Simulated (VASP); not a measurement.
Given:

```
AlN
1.0
    0.00000     2.14408     2.14408
    2.14408     0.00000     2.14408
    2.14408     2.14408     0.00000
Al N
1 1
Direct
  0.00000   0.00000   0.00000
  0.25000   0.25000   0.25000
```

All values below come from PBEsol GGA, VASP's PBE PAW potentials (set 64) (plane waves; VASP 6.6.1). Settings: 520 eV cut-off, 10×10×10 Γ-centred mesh, Gaussian smearing of 0.050 eV, potentials Al N.

**Question.** Give the stress tensor in GPa (positive for a compressed cell).

**Answer.** 
```
14.10   0.00   0.00
 0.00  14.10   0.00
 0.00   0.00  14.10
```
The pressure is its mean diagonal, 14.10 GPa.

The compound is AlN in the zinc blende structure, a metastable form; wurtzite is the usual one. This cell is one point of a volume scan, at 0.94 of the reference volume.
